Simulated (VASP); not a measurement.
The system is SnO.

```xyz
4
Lattice="3.7986 0.0000 0.0000 0.0000 3.7986 0.0000 0.0000 0.0000 4.8408" Properties=species:S:1:pos:R:3 pbc="T T T"
Sn    1.8993    0.0000    1.1468
Sn    0.0000    1.8993    3.6940
O     0.0000    0.0000    0.0000
O     1.8993    1.8993    0.0000
```

- Program: VASP 6.6.1
- Task: relaxation of cell and atoms
- Functional: PBE
- Dispersion: D3(BJ)
- Potentials or basis: VASP PAW PBE potentials, release 64 (Sn_d, O)
- Cutoff: 600 eV
- k mesh: 8 × 8 × 6
- Occupations: gaussian, width 0.03 eV
- Spin: no spin polarisation

At the start: pressure 2.8 GPa; volume 17.46 Å³/atom.

Task: How do energy, volume and symmetry change on relaxing?

Result: Over 15 steps the energy falls by 7.0 meV/atom and the volume is 17.39 Å³/atom (-0.4 %); space group P4/nmm (No. 129, to 0.05 Å).

Step by step:
```csv
step,energy change (eV),largest force (eV/Å),pressure (GPa),volume (Å³)
1,0.0000,0.5986,2.85,69.85
2,0.0007,0.5050,-2.93,73.04
3,-0.0222,0.0328,-0.21,71.39
4,-0.0222,0.0443,-0.09,71.36
5,-0.0234,0.0545,-0.12,71.24
6,-0.0256,0.0856,-0.12,70.88
7,-0.0239,0.1446,-0.08,70.13
8,-0.0259,0.1072,-0.12,70.66
9,-0.0269,0.0494,-0.19,70.42
10,-0.0275,0.0452,-0.41,69.97
11,-0.0279,0.0041,0.09,69.37
12,-0.0280,0.0122,-0.01,69.50
13,-0.0280,0.0142,-0.05,69.53
14,-0.0280,0.0153,-0.02,69.52
15,-0.0280,0.0041,-0.02,69.55
```

Final structure:
```cif
data_structure
_symmetry_space_group_name_H-M 'P 1'
_symmetry_Int_Tables_number 1
_cell_length_a 3.8354
_cell_length_b 3.8354
_cell_length_c 4.7281
_cell_angle_alpha 90.000
_cell_angle_beta 90.000
_cell_angle_gamma 90.000
_cell_volume 69.55
loop_
_atom_site_label
_atom_site_type_symbol
_atom_site_fract_x
_atom_site_fract_y
_atom_site_fract_z
_atom_site_occupancy
Sn1 Sn 0.50000 0.00000 0.24596 1
Sn2 Sn 0.00000 0.50000 0.75404 1
O1 O 0.00000 0.00000 0.00000 1
O2 O 0.50000 0.50000 0.00000 1
```

Caveat: pairwise dispersion overbinds metals, which lowers pressure and volume.
